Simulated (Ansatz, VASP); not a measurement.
# La4Ge3S12 (La4Ge3S12 (R3c)): VASP beside Ansatz

Aim: how closely do two programs agree when they are given the same cell, functional and k mesh? The structure shown is the start of the Ansatz relaxation below; VASP solves that cell, so the two are compared at the walk's first step.

Method: plane waves, with VASP 6.6.1 beside it; single point at PBEsol, in Ansatz 0.2.0.

### 1. The starting structure

The structure is trigonal, space group R3c (No. 161). The conventional cell has a = 19.583 Å, b = 19.583 Å, c = 8.136 Å, α = 90.00°, β = 90.00°, γ = 120.00°. La has 8 S at 2.89 to 3.58 Å nearest. Nearest to La lie 9 S at 2.93 to 3.42 Å. Nearest to Ge lie 4 S at 2.20 to 2.25 Å. S has 1 Ge at 2.25 Å and 3 La at 2.93 to 2.94 Å nearest. S has 1 Ge at 2.21 Å and 2 La at 2.89 to 2.99 Å nearest. Nearest to S lie 1 Ge at 2.20 Å and 3 La at 3.04 to 3.42 Å. Farther neighbours and most contacts between anions are not listed.

### 2. Ansatz: relaxation, PBEsol

Ansatz runs on its default PAW (the set named soft_2) files.

The two programs are compared at the cell with which this relaxation starts, whose forces are those of its first step.

File input.yaml:

```yaml
crystal:
  lattice:
    - [9.7916975, 5.6532392, 2.7118335]
    - [-9.7916975, 5.6532392, 2.7118335]
    - [0.0, -11.3064783, 2.7118335]
  atoms:
    - { symbol: La, position: [0.02811151, 0.79401391, 0.56927553] }
    - { symbol: La, position: [0.29401391, 0.52811151, 0.06927553] }
    - { symbol: La, position: [0.52811151, 0.06927553, 0.29401391] }
    - { symbol: La, position: [0.06927553, 0.29401391, 0.52811151] }
    - { symbol: La, position: [0.00158615, 0.00158615, 0.00158615] }
    - { symbol: La, position: [0.79401391, 0.56927553, 0.02811151] }
    - { symbol: La, position: [0.56927553, 0.02811151, 0.79401391] }
    - { symbol: La, position: [0.50158615, 0.50158615, 0.50158615] }
    - { symbol: Ge, position: [0.03415268, 0.64689913, 0.85996616] }
    - { symbol: Ge, position: [0.14689913, 0.53415268, 0.35996616] }
    - { symbol: Ge, position: [0.85996616, 0.03415268, 0.64689913] }
    - { symbol: Ge, position: [0.53415268, 0.35996616, 0.14689913] }
    - { symbol: Ge, position: [0.64689913, 0.85996616, 0.03415268] }
    - { symbol: Ge, position: [0.35996616, 0.14689913, 0.53415268] }
    - { symbol: S, position: [0.12683262, 0.31480972, 0.31161177] }
    - { symbol: S, position: [0.31480972, 0.31161177, 0.12683262] }
    - { symbol: S, position: [0.92110029, 0.3785901, 0.65317208] }
    - { symbol: S, position: [0.31161177, 0.12683262, 0.31480972] }
    - { symbol: S, position: [0.20245201, 0.88607727, 0.91575825] }
    - { symbol: S, position: [0.81161177, 0.81480972, 0.62683262] }
    - { symbol: S, position: [0.8785901, 0.42110029, 0.15317208] }
    - { symbol: S, position: [0.1841323, 0.71734788, 0.11281064] }
    - { symbol: S, position: [0.42110029, 0.15317208, 0.8785901] }
    - { symbol: S, position: [0.6841323, 0.61281064, 0.21734788] }
    - { symbol: S, position: [0.91575825, 0.20245201, 0.88607727] }
    - { symbol: S, position: [0.71734788, 0.11281064, 0.1841323] }
    - { symbol: S, position: [0.81480972, 0.62683262, 0.81161177] }
    - { symbol: S, position: [0.70245201, 0.41575825, 0.38607727] }
    - { symbol: S, position: [0.38607727, 0.70245201, 0.41575825] }
    - { symbol: S, position: [0.88607727, 0.91575825, 0.20245201] }
    - { symbol: S, position: [0.11281064, 0.1841323, 0.71734788] }
    - { symbol: S, position: [0.62683262, 0.81161177, 0.81480972] }
    - { symbol: S, position: [0.41575825, 0.38607727, 0.70245201] }
    - { symbol: S, position: [0.21734788, 0.6841323, 0.61281064] }
    - { symbol: S, position: [0.3785901, 0.65317208, 0.92110029] }
    - { symbol: S, position: [0.15317208, 0.8785901, 0.42110029] }
    - { symbol: S, position: [0.61281064, 0.21734788, 0.6841323] }
    - { symbol: S, position: [0.65317208, 0.92110029, 0.3785901] }
basis:
  ecutwfc: 420
  xc_grid: 2
hamiltonian:
  xc: pbesol
kpoints:
  mp_grid: { grid: [4, 4, 4] }
scf:
  occupations: { method: fermi_dirac, width: 0.01 }
  max_iter: 150
output:
  forces: true
  stress: true
relax:
  f_tol: 0.01
  max_steps: 60
  cell: {}
checkpoint:
  write: "../pbesol.run"
  compress: false
  write_wavefunctions: false
  write_every: 100000
```

Command:

```
$ ansatz run input.yaml --threads 4 --pin off --max-ram 6594MiB --backend cpu --events-out ev --progress --plain --runs-dir out
```

Numbers of over 12 decimals in the logs are rounded to 6 here.

What it wrote:

```text
Engine: ansatz 0.2.0, x86_64-unknown-linux-gnu
Pseudopotentials: kind: paw
Pseudopotential: La, paw, valence charge 11, recommended cutoff 420 eV (normal), La.paw.azcp
Pseudopotential: Ge, paw, valence charge 14, recommended cutoff 420 eV (normal), Ge.paw.azcp
Pseudopotential: S, paw, valence charge 6, recommended cutoff 420 eV (normal), S.paw.azcp
Functional definition: PBEsol
  exchange = pbesol_x
  correlation = pbesol_c
Crystal: 38 atoms, lattice volume = 900.678 Å³
Basis set: ecut = 420 eV, 17625 PW (Γ), exchange–correlation on 160×160×160 points (8 copies of the dense FFT grid, shifted against one another)
Bands: 196, of which v1, the nominal top of the filled ones, is band 158 counted from 1 (157 counted from 0)
Symmetry: 6 space group operations
Space group: R3c (ITA 161), of the structure as read, at distance tolerance 9.7e-5 Å
k-points: 13 of 64 (time reversal used)
Non-local potential: La, projectors of the file, l = 0: 3, l = 1: 2, l = 2: 2, l = 3: 3
Non-local potential: Ge, projectors of the file, l = 0: 2, l = 1: 2, l = 2: 3, l = 3: 1
Non-local potential: S, projectors of the file, l = 0: 2, l = 1: 2, l = 2: 2
PAW form: soft (Blöchl's): semilocal exchange-correlation on the pseudo side does not see the compensation charge
PAW frozen core: La, regenerated for the run's functional, and the local potential with it (the file was generated under x = pbe(κ = 0.804, μ = 0.219515), c = pbe(β = 0.066725))
PAW frozen core: Ge, regenerated for the run's functional, and the local potential with it (the file was generated under x = pbe(κ = 0.804, μ = 0.219515), c = pbe(β = 0.066725))
PAW frozen core: S, regenerated for the run's functional, and the local potential with it (the file was generated under x = pbe(κ = 0.804, μ = 0.219515), c = pbe(β = 0.066725))
PAW one-centre angular grid: La, 590 points (default); XC on 64 Gauss nodes
PAW one-centre angular grid: Ge, 590 points (default); XC on 64 Gauss nodes
PAW one-centre angular grid: S, 110 points (default); XC on 64 Gauss nodes
Initial density: superposition of atomic densities (neutral atoms: chi_scale 0, normalization atom), corrected by the library's trained network
Initial wavefunctions: pseudopotential atomic-orbital guess
Functional: x = pbesol(κ = 0.804, μ = 0.123457), c = pbesol(β = 0.046)
SCF iter   1: F=—  HF=-96100.414131 eV  |F-HF|=—  |Δ(HF+E_count)|=         —  Δρ=5.31e-3  dr2=3.52e-1  ethr=1.77e-3  ⟨swp⟩=6.8  Hψ=10990  notcnv=0
preconditioner: auto → Resta (q_TF=auto, 2.291 Å⁻¹)  ε∞=5.0  [insulator: Δε(μ)=1.852 eV  Ē_g=9.622 eV  σ=0.010 eV  W_gap=1.00  n_scr=180 (ndim 8)  ℏωp=19.2 eV  f_vac=0.001  D(μ)=0.00/eV (n_scr^D=0)  ε∞_Penn≈5.0]
SCF iter   2: F=—  HF=-96100.335806 eV  |F-HF|=—  |Δ(HF+E_count)|=   7.83e-2  Δρ=2.21e-3  dr2=3.95e-2  ethr=1.11e-4  ⟨swp⟩=3.5  Hψ=3951  notcnv=0  defer=419
SCF iter   3: F=—  HF=-96100.337938 eV  |F-HF|=—  |Δ(HF+E_count)|=   2.13e-3  Δρ=7.30e-4  dr2=3.85e-3  ethr=1.25e-5  ⟨swp⟩=3.0  Hψ=4217  notcnv=0  defer=419
SCF iter   4: F=—  HF=-96100.339471 eV  |F-HF|=—  |Δ(HF+E_count)|=   1.53e-3  Δρ=1.32e-4  dr2=1.88e-4  ethr=1.22e-6  ⟨swp⟩=2.5  Hψ=4243  notcnv=0  defer=419
SCF iter   5: F=—  HF=-96100.339596 eV  |F-HF|=—  |Δ(HF+E_count)|=   1.25e-4  Δρ=3.34e-5  dr2=1.48e-5  ethr=5.95e-8  ⟨swp⟩=2.0  Hψ=3263  notcnv=0  defer=419
SCF iter   6: F=—  HF=-96100.339645 eV  |F-HF|=—  |Δ(HF+E_count)|=   4.84e-5  Δρ=1.38e-5  dr2=2.17e-6  ethr=4.68e-9  ⟨swp⟩=2.0  Hψ=4318  notcnv=0  defer=419
SCF iter   7: F=—  HF=-96100.339644 eV  |F-HF|=—  |Δ(HF+E_count)|=   5.50e-7  Δρ=4.88e-6  dr2=2.27e-7  ethr=6.85e-10  ⟨swp⟩=2.3  Hψ=4173  notcnv=0  defer=419
SCF iter   8: F=-96100.339644 eV  HF=-96100.339644 eV  |F-HF|=1.51e-8  |Δ(HF+E_count)|=   4.21e-8  Δρ=1.66e-6  dr2=3.81e-8  ethr=3.16e-11  ⟨swp⟩=4.1  Hψ=8667  notcnv=0
SCF 1 converged in 8 iterations: F = -96100.339644 eV  dr2 = 3.81e-8
  greatest PAW one-centre occupation: 0.998 electrons in one spin orbital (limit 2), on the Ge atom at site 11 (counted from 0), in its partial waves of l = 2
relax step   1: F+E_penalty+E_count = -96100.33964409 eV  Δ(F+E_penalty+E_count) = +0.000e0 eV  max|allowed force component| = 2.192e-1 eV/Å  Δτ_max = 0.0000 Å  P = -1.818 GPa  Ω = 900.678 Å³  (8 SCF iters, dr2 threshold 1.00e-7 eV, accepted)
[...]
relax step   8: F+E_penalty+E_count = -96100.66585257 eV  Δ(F+E_penalty+E_count) = -4.010e-4 eV  max|allowed force component| = 4.429e-3 eV/Å  Δτ_max = 0.0048 Å  P = +0.002 GPa  Ω = 861.634 Å³  energy of the carried Pulay correction = +2.266e-3 eV  (6 SCF iters, dr2 threshold 2.33e-8 eV, accepted)
[...]
relax step   9: F+E_penalty+E_count = -96100.66370438 eV  Δ(F+E_penalty+E_count) = +2.148e-3 eV  max|allowed force component| = 4.441e-3 eV/Å  Δτ_max = 0.0000 Å  P = +0.002 GPa  Ω = 861.634 Å³  stress off target by 1.00e-2 GPa  SCF on the basis re-selected at this cell (its energy is not comparable with the rows above)  (5 SCF iters)
basis re-selected at this cell: Δ(F+E_penalty+E_count) = +2.148e-3 eV, ΔP = +0.000 GPa vs the last step (what re-selecting the basis moved, of the pressure what is left beyond the Pulay correction that the steps carried, after the strain that the cell walked since its last selection, with what the two solves' SCF thresholds leave and, on support functions, any second-order correction that the steps lacked; it is no m [...]
SCF converged after 5 iterations
Free energy (F): -96100.663704 eV
Harris-Foulkes:  -96100.663704 eV  (|F-HF|=1.46e-11)
Internal energy: -96100.663704 eV  (E = F + TS)
E sigma→0 (E₀):  -96100.663704 eV
Fermi energy:    8.513318 eV
--- Per-component energies (eV) ---
  E_band       = -1270.813985
  E_kinetic    = 4767.428807
  E_local      = -22265.844735  (includes V_loc(G=0)·N_el)
  E_nonlocal   = 4008.170063
  E_hartree    = 9219.160785
  E_xc         = -3868.052761
  E_vxc        = -3669.443075  (∫ρ·V_xc dr)
  E_paw        = -68544.670090  (= ΣΔE_a)
  E_vpaw       = -2549.448412  (= ΣTr[D̂ρ^β])
  E_aug_tail   = 0.001780  (compensation charges beyond the density's cutoff)
  E_ewald      = -19425.208029
  E_core_change = 8.350476  (= ΣΔE_core)
  E_smearing   = -0.000000  (= −TS)
  E_closure    = -0.000000  (closes the sum)
  Σ components = -96100.663704   (vs F -96100.663704, Δ=0.00e0)
--- Forces (eV/Å), atoms counted from 1 ---
  atom   1  La    -0.00067526    -0.00444123     0.00319747
  atom   2  La     0.00067526    -0.00444123     0.00319747
  atom   3  La    -0.00418385     0.00163583     0.00319747
  atom   4  La     0.00350859     0.00280541     0.00319747
  atom   5  La     0.00000000    -0.00000000    -0.00129618
  atom   6  La    -0.00350859     0.00280541     0.00319747
  atom   7  La     0.00418385     0.00163583     0.00319747
  atom   8  La     0.00000000    -0.00000000    -0.00129618
  atom   9  Ge    -0.00045722     0.00066788    -0.00232029
  atom  10  Ge     0.00045722     0.00066788    -0.00232029
  atom  11  Ge    -0.00034979    -0.00072990    -0.00232029
  atom  12  Ge     0.00034979    -0.00072990    -0.00232029
  atom  13  Ge     0.00080701     0.00006203    -0.00232029
  atom  14  Ge    -0.00080701     0.00006203    -0.00232029
  atom  15  S      0.00142842    -0.00031591     0.00051861
  atom  16  S     -0.00098779    -0.00107910     0.00051861
  atom  17  S     -0.00239981    -0.00368982    -0.00211627
  atom  18  S     -0.00044063     0.00139500     0.00051861
  atom  19  S      0.00262552     0.00178985     0.00044448
  atom  20  S      0.00098779    -0.00107910     0.00051861
  atom  21  S      0.00239981    -0.00368982    -0.00211627
  atom  22  S      0.00060367    -0.00236528     0.00070756
  atom  23  S     -0.00439538    -0.00023339    -0.00211627
  atom  24  S     -0.00174655     0.00170543     0.00070756
[...]
atom  31  S      0.00174655     0.00170543     0.00070756
  atom  32  S      0.00044063     0.00139500     0.00051861
  atom  33  S     -0.00023730    -0.00316869     0.00044448
  atom  34  S     -0.00060367    -0.00236528     0.00070756
  atom  35  S     -0.00199557     0.00392321    -0.00211627
  atom  36  S      0.00199557     0.00392321    -0.00211627
  atom  37  S      0.00235022     0.00065984     0.00070756
  atom  38  S      0.00439538    -0.00023339    -0.00211627
  max |Σ_I F_I| component: 2.96e-6 eV/Å
--- Stress (GPa, compression-positive) ---
       -0.002192       0.000000       0.000000
        0.000000      -0.002192       0.000000
        0.000000       0.000000       0.010012
  P = ⅓ Tr σ = 0.0019 GPa (0.019 kbar)
--- Relaxed structure (8 steps of the walk, 6 accepted, 1 SCFs on fresh bases) ---
  F+E_penalty+E_count = -96100.66370438 eV   max|allowed force component| = 4.441e-3 eV/Å   (the final SCF, on the basis selected at the relaxed cell)
  cell:  # Å, volume = 861.6336 Å³
    - [9.653533, 5.573470, 2.669067]
    - [-9.653533, 5.573470, 2.669067]
    - [4.1617411962202955e-17, -11.146940, 2.669067]
  atoms:
    - { symbol: La, position: [0.026426, 0.792315, 0.567281] }
    - { symbol: La, position: [0.292315, 0.526426, 0.067281] }
    - { symbol: La, position: [0.526426, 0.067281, 0.292315] }
    - { symbol: La, position: [0.067281, 0.292315, 0.526426] }
    - { symbol: La, position: [-0.00184403, -0.00184403, -0.00184403] }
    - { symbol: La, position: [0.792315, 0.567281, 0.026426] }
    - { symbol: La, position: [0.567281, 0.026426, 0.792315] }
    - { symbol: La, position: [0.498156, 0.498156, 0.498156] }
    - { symbol: Ge, position: [0.035922, 0.647977, 0.861653] }
    - { symbol: Ge, position: [0.147977, 0.535922, 0.361653] }
    - { symbol: Ge, position: [0.861653, 0.035922, 0.647977] }
    - { symbol: Ge, position: [0.535922, 0.361653, 0.147977] }
    - { symbol: Ge, position: [0.647977, 0.861653, 0.035922] }
    - { symbol: Ge, position: [0.361653, 0.147977, 0.535922] }
    - { symbol: S, position: [0.122109, 0.309527, 0.307058] }
    - { symbol: S, position: [0.309527, 0.307058, 0.122109] }
    - { symbol: S, position: [0.921614, 0.373496, 0.655843] }
    - { symbol: S, position: [0.307058, 0.122109, 0.309527] }
    - { symbol: S, position: [0.205817, 0.892530, 0.918470] }
    - { symbol: S, position: [0.807058, 0.809527, 0.622109] }
    - { symbol: S, position: [0.873496, 0.421614, 0.155843] }
    - { symbol: S, position: [0.184760, 0.718806, 0.118940] }
    - { symbol: S, position: [0.421614, 0.155843, 0.873496] }
    - { symbol: S, position: [0.684760, 0.618940, 0.218806] }
    - { symbol: S, position: [0.918470, 0.205817, 0.892530] }
    - { symbol: S, position: [0.718806, 0.118940, 0.184760] }
    - { symbol: S, position: [0.809527, 0.622109, 0.807058] }
    - { symbol: S, position: [0.705817, 0.418470, 0.392530] }
    - { symbol: S, position: [0.392530, 0.705817, 0.418470] }
    - { symbol: S, position: [0.892530, 0.918470, 0.205817] }
    - { symbol: S, position: [0.118940, 0.184760, 0.718806] }
    - { symbol: S, position: [0.622109, 0.807058, 0.809527] }
    - { symbol: S, position: [0.418470, 0.392530, 0.705817] }
    - { symbol: S, position: [0.218806, 0.684760, 0.618940] }
    - { symbol: S, position: [0.373496, 0.655843, 0.921614] }
    - { symbol: S, position: [0.155843, 0.873496, 0.421614] }
    - { symbol: S, position: [0.618940, 0.218806, 0.684760] }
    - { symbol: S, position: [0.655843, 0.921614, 0.373496] }
```

(Continued in part 2 of 2.)

[Lines on the potential files, build, host, timing and source positions are cut from VASP's logs without a mark.]

[Logs are printed without paths, hosts, clocks, repeated set-up lines and the standing remarks that a program may print on its own settings, such as how far it seeks lower states.]

[Hosts, paths, dates, database ids (printed as entryN), source tags and the programs' standing remarks are cut or masked in the printed files.]
